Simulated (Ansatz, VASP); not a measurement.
# Ba3SiS in VASP and in Ansatz

File INCAR:

```
ALGO = Normal ; EDIFF = 1E-6
ENCUT = 520 ; GGA = PE
ISIF = 2 ; ISMEAR = 0
LASPH = T ; LCHARG = T
LELF = T ; LREAL = F
LVHAR = T ; LWAVE = F
NBANDS = 28 ; NELM = 80
PREC = Accurate ; SIGMA = 0.1
```

KPOINTS

```
k-points
0
Gamma
  4 4 4
```

Contents of POSCAR:

```
Ba3SiS
1.0
    5.5043729000      0.0000000000      0.0000000000
    0.0000000000      5.5043729000      0.0000000000
    0.0000000000      0.0000000000      5.5043729000
Ba Si S
3 1 1
Direct
    0.5000000000      0.5000000000      0.0000000000
    0.5000000000      0.0000000000      0.5000000000
    0.0000000000      0.5000000000      0.5000000000
    0.0000000000      0.0000000000      0.0000000000
    0.5000000000      0.5000000000      0.5000000000
```

Input for Ansatz:

```yaml
crystal:
  lattice:
    - [5.5043729, 0.0, 0.0]
    - [0.0, 5.5043729, 0.0]
    - [0.0, 0.0, 5.5043729]
  atoms:
    - { symbol: Ba, position: [0.5, 0.5, 0.0] }
    - { symbol: Ba, position: [0.5, 0.0, 0.5] }
    - { symbol: Ba, position: [0.0, 0.5, 0.5] }
    - { symbol: Si, position: [0.0, 0.0, 0.0] }
    - { symbol: S, position: [0.5, 0.5, 0.5] }
basis:
  ecutwfc: 420
kpoints:
  mp_grid: { grid: [4, 4, 4] }
hamiltonian:
  xc: pbe
scf:
  occupations: { method: gaussian, width: 0.1 }
  lower_state_search: "off"
output:
  forces: true
  stress: true
  eigenvalues: true
```

Change from the starting cell: species swapped into the Pr3AlN type (Pm-3m, No. 221).

Alike in both runs: task single point; functional PBE; k mesh 4 × 4 × 4; occupations gaussian, width 0.1 eV; no spin polarisation.

```csv
,VASP,Ansatz
version,VASP 6.6.1,Ansatz 0.2.0
potentials or method,"VASP PAW PBE potentials, release 64 (Ba_sv, Si, S)","scalar-relativistic, plane waves, PAW"
plane-wave cutoff (eV),520,420
valence electrons in the cell,40,40
```

```tsv
	VASP	Ansatz	Ansatz less VASP
gap on the k mesh at the Fermi level (eV)	none	none	-
pressure (GPa)	11.1	9.9	-1.17
```

A gap of «none» marks a metal or a gap that the smearing closes. The functional is the same, so the differences come from potentials, cutoffs and numerics.

The runs have no spin-orbit coupling, so splittings on Ba are missing.
